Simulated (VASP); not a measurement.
Method: r2SCAN meta-GGA, VASP's PBE PAW potentials (set 64) (plane waves; VASP).

Input for VASP

INCAR:
```
ALGO=Normal
IBRION=2   ! conjugate gradients
EDIFFG=-0.01   ! ionic stop
EDIFF=1E-6   ! SCF stop (eV)
PREC=Accurate
ISIF=3   ! ions, shape and volume
SIGMA=0.1   ! width (eV)
ENCUT=400
LMIXTAU=.TRUE.
LCHARG=.FALSE.
ISMEAR=1   ! Methfessel-Paxton
LMAXMIX=4   ! l cut-off of mixed one-centre charges
METAGGA=R2SCAN
LWAVE=.FALSE.
NSW=60   ! most ionic steps
LREAL=.FALSE.
LASPH=.TRUE.   ! aspherical one-centre terms
NELM=100   ! most electronic steps
SYSTEM=CoAl
```

### POSCAR
```
CoAl
1.0
  2.8211023777   0.0000000000   0.0000000000
  0.0000000000   2.8211023777   0.0000000000
  0.0000000000   0.0000000000   2.8211023777
Co Al
1 1
Cart
  0.0000000000   0.0000000000   0.0000000000
  1.4105511888   1.4105511888   1.4105511888
```

**KPOINTS**
```
Automatic mesh
0
Gamma
12 12 12
0 0 0
```

POTCAR, in this order: Co Al (PBE.64 set). Program: vasp_std.

Output

File OSZICAR:
```
       N       E                     dE             d eps       ncg     rms          rms(c)
DAV:   1     0.220267365390E+02    0.22027E+02   -0.47469E+03  1704   0.107E+03
DAV:   2    -0.231680497889E+02   -0.45195E+02   -0.42829E+02  1704   0.183E+02
DAV:   3    -0.243010243556E+02   -0.11330E+01   -0.11261E+01  2010   0.380E+01
DAV:   4    -0.243216140843E+02   -0.20590E-01   -0.20585E-01  2060   0.460E+00
DAV:   5    -0.243223033337E+02   -0.68925E-03   -0.68924E-03  2010   0.820E-01    0.140E+01
DAV:   6    -0.257852073761E+02   -0.14629E+01   -0.80537E+01  1838   0.145E+02    0.184E+01
DAV:   7    -0.210570461031E+02    0.47282E+01   -0.32696E+01  1844   0.834E+01    0.210E+00
DAV:   8    -0.210956741475E+02   -0.38628E-01   -0.41743E-01  1972   0.805E+00    0.202E+00
DAV:   9    -0.210846557663E+02    0.11018E-01   -0.28685E-01  1882   0.931E+00    0.757E-01
DAV:  10    -0.210740437073E+02    0.10612E-01   -0.55972E-02  1866   0.408E+00    0.174E-01
DAV:  11    -0.210786316458E+02   -0.45879E-02   -0.41092E-03  1824   0.959E-01    0.122E-01
DAV:  12    -0.210786916997E+02   -0.60054E-04   -0.14978E-04  2054   0.152E-01    0.204E-02
DAV:  13    -0.210786953301E+02   -0.36304E-05   -0.13435E-05  1876   0.476E-02    0.459E-03
DAV:  14    -0.210786987908E+02   -0.34607E-05   -0.57402E-06  1724   0.285E-02    0.351E-03
DAV:  15    -0.210786997561E+02   -0.96523E-06   -0.57367E-07   876   0.882E-03
   1 F= -.21078700E+02 E0= -.21078756E+02  d E =-.210787E+02
       N       E                     dE             d eps       ncg     rms          rms(c)
DAV:   1    -0.210796265027E+02   -0.92771E-03   -0.13367E-02  1786   0.206E+00    0.267E-01
DAV:   2    -0.210806206611E+02   -0.99416E-03   -0.33511E-02  1896   0.281E+00    0.336E-01
DAV:   3    -0.210787158910E+02    0.19048E-02   -0.13264E-02  1892   0.179E+00    0.378E-02
DAV:   4    -0.210786984237E+02    0.17467E-04   -0.53537E-05  1696   0.668E-02    0.115E-02
DAV:   5    -0.210786959614E+02    0.24623E-05   -0.16325E-05  1772   0.587E-02    0.372E-03
DAV:   6    -0.210786956703E+02    0.29109E-06   -0.10282E-05  1772   0.578E-02    0.648E-03
DAV:   7    -0.210786945718E+02    0.10986E-05   -0.42853E-06  1136   0.355E-02    0.532E-04
DAV:   8    -0.210786947203E+02   -0.14856E-06   -0.13059E-07   850   0.405E-03
   2 F= -.21078695E+02 E0= -.21078751E+02  d E =0.503572E-05
       N       E                     dE             d eps       ncg     rms          rms(c)
DAV:   1    -0.210789943870E+02   -0.29982E-03   -0.41149E-03  1788   0.114E+00    0.149E-01
DAV:   2    -0.210793189258E+02   -0.32454E-03   -0.10436E-02  1906   0.156E+00    0.187E-01
DAV:   3    -0.210787180359E+02    0.60089E-03   -0.41073E-03  1884   0.995E-01    0.208E-02
DAV:   4    -0.210787139895E+02    0.40464E-05   -0.16128E-05  1692   0.368E-02    0.673E-03
DAV:   5    -0.210787139722E+02    0.17297E-07   -0.52878E-06  1090   0.338E-02
   3 F= -.21078714E+02 E0= -.21078770E+02  d E =-.142161E-04
```

File OUTCAR:
```
------------------------ aborting loop because EDIFF is reached ----------------------------------------
  FORCE on cell =-STRESS in cart. coord.  units (eV):
  Direction    XX          YY          ZZ          XY          YZ          ZX
  --------------------------------------------------------------------------------------
  Total       -0.0183746     -0.0183746     -0.0183746     -0.0000000     -0.0000000      0.0000000
  in kB       -1.3124943     -1.3124943     -1.3124943     -0.0000000     -0.0000000      0.0000000
  external PRESSURE =      -1.3124943 kB  Pullay stress =       0.0000000 kB
  volume of cell :       22.43
      direct lattice vectors                 reciprocal lattice vectors
     2.820179281 -0.000000000  0.000000000     0.354587386  0.000000000  0.000000000
    -0.000000000  2.820179281  0.000000000     0.000000000  0.354587386 -0.000000000
    -0.000000000  0.000000000  2.820179281    -0.000000000 -0.000000000  0.354587386
 POSITION                                       TOTAL-FORCE (eV/Angst)
 -----------------------------------------------------------------------------------
      0.00000      0.00000      0.00000         0.000000     -0.000000      0.000000
      1.41009      1.41009      1.41009        -0.000000      0.000000      0.000000
 -----------------------------------------------------------------------------------
    total drift:                               -0.000000     -0.000000      0.000000
  FREE ENERGIE OF THE ION-ELECTRON SYSTEM (eV)
  ---------------------------------------------------
  free  energy   TOTEN  =       -21.0787139722 eV

  energy  without entropy=      -21.0788830391  energy(sigma->0) =      -21.07877033

 reached required accuracy - stopping structural energy minimisation
```
(Selected blocks of OUTCAR.)

### CONTCAR
```
CoAl
   1.00000000000000
     2.8201792810960802   -0.0000000000000000    0.0000000000000000
    -0.0000000000000000    2.8201792810960802    0.0000000000000000
    -0.0000000000000000    0.0000000000000000    2.8201792810960802
  Co              Al
     1     1
Direct
     0.0000000000000000    0.0000000000000000    0.0000000000000000
     0.5000000000000000    0.5000000000000000    0.5000000000000000
```

The structure was generated: CoAl was put into the CsCl type type (Pm-3m), which need not be its known phase. This run relaxes it. Symmetry was kept, so distortions that lower it aren't found. The start is the result of an earlier pass. The run is not spin-polarised, so no magnetic state was tried.
